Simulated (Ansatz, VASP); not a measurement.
# CrTeSe (1T-CrSeTe bilayer, AA): VASP beside Ansatz, part 2 of 2

One calculation is typed for both programs; each brings its own data sets. How far apart do they land? The structure shown is the end of the Ansatz relaxation below.

VASP 6.6.1 and Ansatz 0.2.0.

So far: The starting structure; Ansatz: relaxation, PBE with D3(BJ), DFT+U.

## Step 3: VASP: single point, PBE with D3(BJ), DFT+U

Level of this step: PBE with D3(BJ), DFT+U (Cr d 2 eV), spin-polarised from a ferromagnetic start; plane waves and PAW (Te, Cr_pv, Se) (VASP).

The same cell, functional, mesh and smearing now go to VASP, with its own data sets.

Lines of VASP's logs that name or quote its potential files are left out, and so is its time.

INCAR reads:

```
SYSTEM = CrTeSe
PREC = Accurate
ENCUT = 400
EDIFF = 1E-06
NELM = 200
ISMEAR = -1
SIGMA = 0.05
LREAL = .FALSE.
ALGO = Normal
GGA = PE
IVDW = 12
NBANDS = 36
ISPIN = 2
MAGMOM = -0.16 -0.19 2.89 2.89 -0.22 -0.23
LDAU = .TRUE.
LDAUTYPE = 2
LDAUL = -1 2 -1
LDAUU = 0 2 0
LDAUJ = 0 0 0
LDAUPRINT = 1
LASPH = .TRUE.
LMAXMIX = 4
LORBIT = 11
LWAVE = .FALSE.
LCHARG = .FALSE.
ISIF = 2
LDIPOL = .TRUE.
IDIPOL = 3
DIPOL = 0.5 0.5 0.501
LVHAR = .TRUE.
GGA_COMPAT = .FALSE.
NELMDL = -8
KPAR = 2
```

POSCAR reads:

```
CrTeSe
1.0
    3.5298349251      0.0000000000      0.0000000000
   -1.7649174626      3.0569267163      0.0000000000
    0.0000000000      0.0000000000     50.2233566827
Te Cr Se
2 2 2
Direct
    0.6666666667      0.3333333333      0.4041145202
    0.6666666667      0.3333333333      0.5292202102
    0.0000000000      1.0000000000      0.4418009002
    0.0000000000      1.0000000000      0.5667906970
    0.3333333334      0.6666666666      0.4691967932
    0.3333333334      0.6666666666      0.5945926432
```

KPOINTS reads:

```
Automatic mesh
0
Gamma
12 12 1
0 0 0
```

The projector-augmented-wave data sets are Te, Cr_pv and Se (PBE family, release 64).

Command:

```bash
$ mpirun -np 2 vasp_std
```

Numbers of over 12 decimals in the logs are rounded to 6 here.

Output:

```text
[banner, memory and clock lines left out]
running    2 mpi-ranks, on    1 nodes
 distrk:  each k-point on    1 cores,    2 groups
 distr:  one band on    1 cores,    1 groups

 POSCAR found type information on POSCAR TeCrSe
 POSCAR found :  3 types and       6 ions
 LDA part: xc-table for (Slater+PW92), standard interpolation
|                                                                             |
|           W    W    AA    RRRRR   N    N  II  N    N   GGGG   !!!           |
|           W    W   A  A   R    R  NN   N  II  NN   N  G    G  !!!           |
|           W    W  A    A  R    R  N N  N  II  N N  N  G       !!!           |
|           W WW W  AAAAAA  RRRRR   N  N N  II  N  N N  G  GGG   !            |
|           WW  WW  A    A  R   R   N   NN  II  N   NN  G    G                |
|           W    W  A    A  R    R  N    N  II  N    N   GGGG   !!!           |
|                                                                             |
|     One of the lattice vectors is very long (>50 A), but AMIN is rather     |
|     large. This can spoil convergence since charge sloshing might occur     |
|     along the long lattice vector. If problems with convergence are         |
|     observed, try to decrease AMIN to a smaller value (e.g. 0.01).          |
|     Note: This warning only applies if the self-consistency cycle is        |
|     used.                                                                   |
|                                                                             |

 POSCAR, INCAR and KPOINTS ok, starting setup
 FFT: planning ... GRIDC
 FFT: planning ... GRID_SOFT
 FFT: planning ... GRID
 WAVECAR not read
 entering main loop
       N       E                     dE             d eps       ncg     rms          rms(c)
DAV:   1     0.296174587213E+03    0.29617E+03   -0.18744E+04  3344   0.802E+02
DAV:   2    -0.349709353203E+01   -0.29967E+03   -0.28725E+03  3524   0.225E+02
DAV:   3    -0.323578845214E+02   -0.28861E+02   -0.28237E+02  3364   0.637E+01
DAV:   4    -0.333789386561E+02   -0.10211E+01   -0.10140E+01  3580   0.129E+01
DAV:   5    -0.334045859966E+02   -0.25647E-01   -0.25638E-01  3956   0.197E+00
DAV:   6    -0.334053962396E+02   -0.81024E-03   -0.81022E-03  4116   0.304E-01
DAV:   7    -0.334054173158E+02   -0.21076E-04   -0.21076E-04  4060   0.470E-02
DAV:   8    -0.334054180654E+02   -0.74958E-06   -0.74948E-06  3512   0.842E-03    0.210E+01
DAV:   9    -0.427560540895E+02   -0.93506E+01   -0.62038E+01  3188   0.587E+01    0.390E+01
DAV:  10    -0.362772106811E+02    0.64788E+01   -0.90982E+01  3408   0.650E+01    0.252E+01
DAV:  11    -0.346373175405E+02    0.16399E+01   -0.70798E+01  4024   0.354E+01    0.249E+01
DAV:  12    -0.281406600411E+02    0.64967E+01   -0.13635E+01  3548   0.186E+01    0.918E+00
DAV:  13    -0.295687513144E+02   -0.14281E+01   -0.16874E+00  3324   0.642E+00    0.770E+00
DAV:  15    -0.301108899500E+02   -0.11017E+00   -0.55180E-02  3108   0.119E+00    0.692E+00
[...]
DAV:  44    -0.313890522945E+02   -0.10012E-04   -0.16031E-07  2008   0.151E-03    0.117E-03
DAV:  45    -0.313890613116E+02   -0.90171E-05   -0.52989E-08  1876   0.860E-04    0.784E-04
DAV:  46    -0.313890752334E+02   -0.13922E-04   -0.10977E-07  2012   0.104E-03    0.791E-04
DAV:  47    -0.313890868895E+02   -0.11656E-04   -0.87768E-08  2032   0.735E-04    0.879E-04
DAV:  48    -0.313890913559E+02   -0.44664E-05   -0.18653E-08  1892   0.463E-04    0.534E-04
DAV:  49    -0.313890968066E+02   -0.54507E-05   -0.27759E-08  1856   0.520E-04    0.268E-04
DAV:  50    -0.313890999984E+02   -0.31918E-05   -0.28324E-08  1960   0.410E-04    0.195E-04
DAV:  51    -0.313891004025E+02   -0.40406E-06   -0.66605E-09  1816   0.322E-04
   1 F= -.33894612E+02 E0= -.33885236E+02  d E =-.187514E-01  mag=     5.2744
```

From OUTCAR (step 3):

```text
ion  position               nearest neighbor table
   1  0.667  0.333  0.404-   3 2.78   3 2.78   3 2.78
   2  0.667  0.333  0.529-   4 2.78   4 2.78   4 2.78
   3  0.000  0.000  0.442-   5 2.46   5 2.46   5 2.46   1 2.78   1 2.78   1 2.78
   4  0.000  0.000  0.567-   6 2.47   6 2.47   6 2.47   2 2.78   2 2.78   2 2.78
   5  0.333  0.667  0.469-   3 2.46   3 2.46   3 2.46
   6  0.333  0.667  0.595-   4 2.47   4 2.47   4 2.47

  LATTYP: Found a hexagonal cell.
 ALAT       =     3.5298349251
 C/A-ratio  =    14.2282451583

 Subroutine GETGRP returns: Found  6 space group operations
 (whereof  6 operations were pure point group operations)

The static configuration has the point symmetry C_3v.

 Found     19 irreducible k-points:

   k-points           NKPTS =     19   k-points in BZ     NKDIM =     19   number of bands    NBANDS=     36

   dimension x,y,z NGX =    24 NGY =   24 NGZ =  336
   dimension x,y,z NGXF=    48 NGYF=   48 NGZF=  672

   ENCUT  =  400.0 eV  29.40 Ry    5.42 a.u.   5.76  5.76 81.90*2*pi/ulx,y,z

   NELECT =      48.0000    total number of electrons

 k-points in reciprocal lattice and weights: Automatic mesh
   0.00000000  0.00000000  0.00000000       0.007
   0.08333333  0.00000000  0.00000000       0.042
   0.16666667  0.00000000  0.00000000       0.042
   0.25000000  0.00000000  0.00000000       0.042
   0.33333333 -0.00000000  0.00000000       0.042
   0.41666667  0.00000000  0.00000000       0.042
   0.50000000  0.00000000  0.00000000       0.021
   0.08333333  0.08333333  0.00000000       0.042
   0.16666667  0.08333333  0.00000000       0.083
[...]
0.33333333  0.25000000  0.00000000       0.083
   0.33333333  0.33333333  0.00000000       0.014

atom =   3  type =  2  l = 2

 onsite density matrix

spin component  1

  0.7511  0.0000  0.0000  0.1742 -0.0000
  0.0000  0.6027 -0.0000 -0.0000  0.1742
  0.0000 -0.0000  0.8630  0.0000 -0.0000
  0.1742 -0.0000  0.0000  0.6027 -0.0000
 -0.0000  0.1742 -0.0000 -0.0000  0.7511

spin component  2

  0.0982 -0.0000  0.0000 -0.0818  0.0000
 -0.0000  0.1662  0.0000 -0.0000 -0.0818
  0.0000  0.0000  0.0509 -0.0000 -0.0000
 -0.0818 -0.0000 -0.0000  0.1662  0.0000
  0.0000 -0.0818 -0.0000  0.0000  0.0982

 occupancies and eigenvectors

  o =  0.0436  v =  0.0000  0.0000  0.0000  0.0000  0.0000 -0.5751 -0.4010  0.0000 -0.3839 -0.6009      0.0000  0.0000  0.0000  0.0000  0.0000  0.0000  0.0000  0.0000  0.0000  0.0000
  o =  0.0436  v =  0.0000  0.0000  0.0000  0.0000  0.0000  0.6009 -0.3839 -0.0000  0.4010 -0.5751      0.0000  0.0000  0.0000  0.0000  0.0000  0.0000  0.0000  0.0000  0.0000  0.0000
  o =  0.0509  v =  0.0000  0.0000  0.0000  0.0000  0.0000  0.0000 -0.0000  1.0000  0.0000 -0.0000      0.0000  0.0000  0.0000  0.0000  0.0000  0.0000  0.0000  0.0000  0.0000  0.0000
  o =  0.2207  v =  0.0000  0.0000  0.0000  0.0000  0.0000  0.3841 -0.6006  0.0000 -0.5754  0.4008      0.0000  0.0000  0.0000  0.0000  0.0000  0.0000  0.0000  0.0000  0.0000  0.0000
  o =  0.2207  v =  0.0000  0.0000  0.0000  0.0000  0.0000 -0.4008 -0.5754 -0.0000  0.6006  0.3841      0.0000  0.0000  0.0000  0.0000  0.0000  0.0000  0.0000  0.0000  0.0000  0.0000
  o =  0.4876  v = -0.3815  0.6024  0.0000  0.5771 -0.3982  0.0000  0.0000  0.0000  0.0000  0.0000      0.0000  0.0000  0.0000  0.0000  0.0000  0.0000  0.0000  0.0000  0.0000  0.0000
  o =  0.4876  v =  0.3982  0.5771 -0.0000 -0.6024 -0.3815  0.0000  0.0000  0.0000  0.0000  0.0000      0.0000  0.0000  0.0000  0.0000  0.0000  0.0000  0.0000  0.0000  0.0000  0.0000
  o =  0.8630  v =  0.0000 -0.0000 -1.0000  0.0000 -0.0000  0.0000  0.0000  0.0000  0.0000  0.0000      0.0000  0.0000  0.0000  0.0000  0.0000  0.0000  0.0000  0.0000  0.0000  0.0000
  o =  0.8662  v = -0.5771 -0.3982 -0.0000 -0.3815 -0.6024  0.0000  0.0000  0.0000  0.0000  0.0000      0.0000  0.0000  0.0000  0.0000  0.0000  0.0000  0.0000  0.0000  0.0000  0.0000
  o =  0.8662  v = -0.6024  0.3815 -0.0000 -0.3982  0.5771  0.0000  0.0000  0.0000  0.0000  0.0000      0.0000  0.0000  0.0000  0.0000  0.0000  0.0000  0.0000  0.0000  0.0000  0.0000

atom =   4  type =  2  l = 2

 onsite density matrix

spin component  1

  0.7438  0.0000  0.0000  0.1700 -0.0000
  0.0000  0.6040 -0.0000 -0.0000  0.1700
  0.0000 -0.0000  0.8684  0.0000 -0.0000
  0.1700 -0.0000  0.0000  0.6040 -0.0000
 -0.0000  0.1700 -0.0000 -0.0000  0.7438

spin component  2

  0.0989 -0.0000  0.0000 -0.0840  0.0000
 -0.0000  0.1677  0.0000 -0.0000 -0.0840
  0.0000  0.0000  0.0464 -0.0000 -0.0000
 -0.0840 -0.0000 -0.0000  0.1677  0.0000
  0.0000 -0.0840 -0.0000  0.0000  0.0989

 occupancies and eigenvectors

[...]
o =  0.0464  v =  0.0000  0.0000  0.0000  0.0000  0.0000  0.0000 -0.0000  1.0000  0.0000 -0.0000      0.0000  0.0000  0.0000  0.0000  0.0000  0.0000  0.0000  0.0000  0.0000  0.0000
  o =  0.2241  v =  0.0000  0.0000  0.0000  0.0000  0.0000  0.3856 -0.5995  0.0000 -0.5744  0.4024      0.0000  0.0000  0.0000  0.0000  0.0000  0.0000  0.0000  0.0000  0.0000  0.0000
  o =  0.2241  v =  0.0000  0.0000  0.0000  0.0000  0.0000 -0.4024 -0.5744 -0.0000  0.5995  0.3856      0.0000  0.0000  0.0000  0.0000  0.0000  0.0000  0.0000  0.0000  0.0000  0.0000
  o =  0.4900  v =  0.3851 -0.5999 -0.0000 -0.5747  0.4019  0.0000  0.0000  0.0000  0.0000  0.0000      0.0000  0.0000  0.0000  0.0000  0.0000  0.0000  0.0000  0.0000  0.0000  0.0000
  o =  0.4900  v = -0.4019 -0.5747  0.0000  0.5999  0.3851  0.0000  0.0000  0.0000  0.0000  0.0000      0.0000  0.0000  0.0000  0.0000  0.0000  0.0000  0.0000  0.0000  0.0000  0.0000
  o =  0.8578  v = -0.5747 -0.4019  0.0000 -0.3851 -0.5999  0.0000  0.0000  0.0000  0.0000  0.0000      0.0000  0.0000  0.0000  0.0000  0.0000  0.0000  0.0000  0.0000  0.0000  0.0000
  o =  0.8578  v =  0.5999 -0.3851 -0.0000  0.4019 -0.5747  0.0000  0.0000  0.0000  0.0000  0.0000      0.0000  0.0000  0.0000  0.0000  0.0000  0.0000  0.0000  0.0000  0.0000  0.0000
  o =  0.8684  v =  0.0000 -0.0000  1.0000  0.0000 -0.0000  0.0000  0.0000  0.0000  0.0000  0.0000      0.0000  0.0000  0.0000  0.0000  0.0000  0.0000  0.0000  0.0000  0.0000  0.0000

 dipolmoment           0.000000      0.000000      0.039479 electrons x Angstroem

 average (electrostatic) potential at core
       1 -96.7251       2 -96.7395       3 -78.6059       4 -78.5189       5 -60.4494
       6 -60.2460

 E-fermi :  -2.5277

 spin component 1
 k-point     1 :       0.0000    0.0000    0.0000
  band No.  band energies     occupation
    ...
     19      -4.1651      1.00000
     20      -4.1651      1.00000
     21      -4.0436      1.00000
     22      -4.0436      1.00000
     23      -3.2478      1.00000
     24      -2.4169      0.09842
     25      -1.0321      0.00000
     26      -1.0321      0.00000
     27      -0.8462      0.00000
     28      -0.8462      0.00000
    ...

 k-point     2 :       0.0833    0.0000    0.0000
  band No.  band energies     occupation
    ...
     19      -4.2160      1.00000
     20      -4.1644      1.00000
     21      -4.0961      1.00000
     22      -4.0777      1.00000
     23      -3.2796      1.00000
     24      -2.4948      0.34136
     25      -1.3847      0.00000
     26      -1.2720      0.00000
     27      -1.1354      0.00000
     28      -0.9339      0.00000
    ...

 k-point     3 :       0.1667    0.0000    0.0000
  band No.  band energies     occupation
    ...
     20      -4.3165      1.00000
     21      -4.2198      1.00000
     22      -4.1936      1.00000
     23      -3.4066      1.00000
     24      -2.8621      0.99876
     25      -2.1894      0.00115
     26      -1.9569      0.00001
     27      -1.4389      0.00000
     28      -1.2137      0.00000
     29      -0.8176      0.00000
    ...

 k-point     4 :       0.2500    0.0000    0.0000
  band No.  band energies     occupation
    ...
     22      -4.2926      1.00000
     23      -3.5570      1.00000
     24      -3.3055      1.00000
     25      -2.9244      0.99964
     26      -2.5695      0.69771
     27      -1.8861      0.00000
     28      -1.6550      0.00000
     29      -1.2240      0.00000
     30      -0.6200      0.00000
     31      -0.0708      0.00000
    ...

 k-point     5 :       0.3333   -0.0000    0.0000
  band No.  band energies     occupation
    ...
     22      -4.1468      1.00000
     23      -3.8205      1.00000
     24      -3.6342      1.00000
     25      -3.3014      1.00000
     26      -2.8779      0.99909
     27      -2.3710      0.04178
     28      -2.1487      0.00051
     29      -1.0823      0.00000
     30      -0.4641      0.00000
     31      -0.2107      0.00000
    ...

 k-point     6 :       0.4167    0.0000    0.0000
  band No.  band energies     occupation
    ...
     24      -3.7902      1.00000
     25      -3.4312      1.00000
     26      -3.1264      0.99999
     27      -2.7952      0.99528
     28      -2.5834      0.75292
     29      -0.8304      0.00000
     30      -0.4030      0.00000
     31      -0.2917      0.00000
     32       0.0308      0.00000
     33       1.9853      0.00000
    ...

 Edisp (eV)   -2.50551

  Total      -0.26221    -0.26221    -0.23499     0.00000    -0.00000     0.00000
  in kB      -0.77520    -0.77520    -0.69472     0.00000    -0.00000     0.00000
  external pressure =       -0.75 kB  Pullay stress =        0.00 kB

  energy-cutoff  :      400.00
  volume of cell :      541.93
      direct lattice vectors                 reciprocal lattice vectors
     3.529834925  0.000000000  0.000000000     0.283299367  0.163562966  0.000000000
    -1.764917463  3.056926716  0.000000000     0.000000000  0.327125932  0.000000000
     0.000000000  0.000000000 50.223356683     0.000000000  0.000000000  0.019911055

 POSITION                                       TOTAL-FORCE (eV/Angst)
 -----------------------------------------------------------------------------------
      1.76492      1.01898     20.29599         0.000000      0.000000      0.009871
      1.76492      1.01898     26.57922        -0.000000     -0.000000      0.000188
      0.00000      0.00000     22.18872        -0.000000      0.000000     -0.028947
      0.00000      0.00000     28.46613         0.000000      0.000000     -0.016406
      0.00000      2.03795     23.56464         0.000000      0.000000      0.018579
      0.00000      2.03795     29.86244        -0.000000      0.000000      0.016715
 -----------------------------------------------------------------------------------
    total drift:                                0.000000      0.000000      0.000786

  FREE ENERGIE OF THE ION-ELECTRON SYSTEM (eV)
  ---------------------------------------------------
  free  energy   TOTEN  =       -33.8946119937 eV

  energy  without entropy=      -33.8758606287  energy(sigma->0) =      -33.88523631

 vacuum level on the upper side and lower side of the slab         3.149         2.487

 total charge
# of ion       s       p       d       tot
------------------------------------------
    1        1.400   1.924   0.036   3.360
    2        1.406   1.910   0.040   3.356
    3        0.283   6.249   4.124  10.656
    4        0.284   6.245   4.118  10.647
    5        1.473   2.356   0.041   3.869
    6        1.472   2.342   0.037   3.851
--------------------------------------------------
tot          6.318  21.026   8.395  35.739

 magnetization (x)
# of ion       s       p       d       tot
------------------------------------------
    1       -0.004  -0.158   0.002  -0.161
    2       -0.005  -0.185   0.001  -0.189
    3        0.040   0.025   2.982   3.047
    4        0.041   0.022   2.976   3.038
    5       -0.006  -0.223   0.010  -0.219
    6       -0.007  -0.232   0.010  -0.229
--------------------------------------------------
tot          0.059  -0.752   5.981   5.288

[... 6 further parts left out ...]
```

The magnetic state follows from one typed start and may not be the lowest.

## Step 4: Differences

Known differences besides the potentials themselves: VASP starts from the moments at which Ansatz ended; U acts on the PAW sphere in VASP and on atomic orbitals in Ansatz, so only states and trends compare; Ansatz cuts the interaction across the vacuum, VASP repeats the sheet with a dipole correction; the data sets hold 92 valence electrons in Ansatz (on its default PAW (the set named soft_2) files) and 48 in VASP; the cutoff is 420 eV in Ansatz and 400 eV in VASP; site moments are counted in spheres of each program's own size. Total energies have different zeros and are not compared.

Both answers:

| quantity | Ansatz | VASP | difference |
| --- | --- | --- | --- |
| total moment (μB) | 5.30 | 5.27 | +0.02 |
| moment on Cr3 (μB) | 2.89 | 3.05 | -0.16 |
| moment on Cr4 (μB) | 2.89 | 3.04 | -0.15 |
| moment on Se6 (μB) | -0.23 | -0.23 | 0.00 |
| moment on Se5 (μB) | -0.22 | -0.22 | 0.00 |
| moment on Te2 (μB) | -0.19 | -0.19 | 0.00 |
| moment on Te1 (μB) | -0.16 | -0.16 | 0.00 |

At this near-relaxed geometry the largest component of a force difference is 27 meV/Å. With vacuum in the cell, a pressure given here is an average over mostly empty space and none of the material.

## Step 5: Outcome

| Item | Value |
| --- | --- |
| difference in total moment (single point, PBE with D3(BJ), DFT+U) | 0.025 μB |
| r.m.s. force difference (single point, PBE with D3(BJ), DFT+U) | 9.9 meV/Å |

In words: The r.m.s. force difference is 9.9 meV/Å (single point, PBE with D3(BJ), DFT+U). The data sets hold unlike numbers of valence electrons (92 in Ansatz and 48 in VASP), so part of the differences comes from the potentials. How closely two codes agree says nothing of how well the functional describes the real material.

[Lines on the potential files, build, host, timing and source positions are cut from VASP's logs without a mark.]

[Logs are printed without paths, hosts, clocks, repeated set-up lines and the standing remarks that a program may print on its own settings, such as how far it seeks lower states.]

[Hosts, paths, dates, database ids (printed as entryN), source tags and the programs' standing remarks are cut or masked in the printed files.]
